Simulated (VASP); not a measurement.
Relaxed, unreconstructed slabs of Ni (fcc). Method: r2SCAN meta-GGA, VASP's PBE PAW potentials (set 64) (plane waves; VASP 6.6.1).

Slab and bulk use different k-meshes, so the surface energy is good to a few per cent at best.

Order the faces (100) [6 atoms], (111) [5 atoms] by surface energy, lowest first.

(111) [5 atoms] (2.09 J/m²), (100) [6 atoms] (2.54 J/m²)

And what are their work functions?

(100) [6 atoms] 4.94 eV, (111) [5 atoms] 4.89 eV.

Runs of the series that failed, ran out of time, didn't relax or are held back are left out, and each face is given by its thickest slab.

The cell is a thin slab with vacuum, built from Ni (fcc).
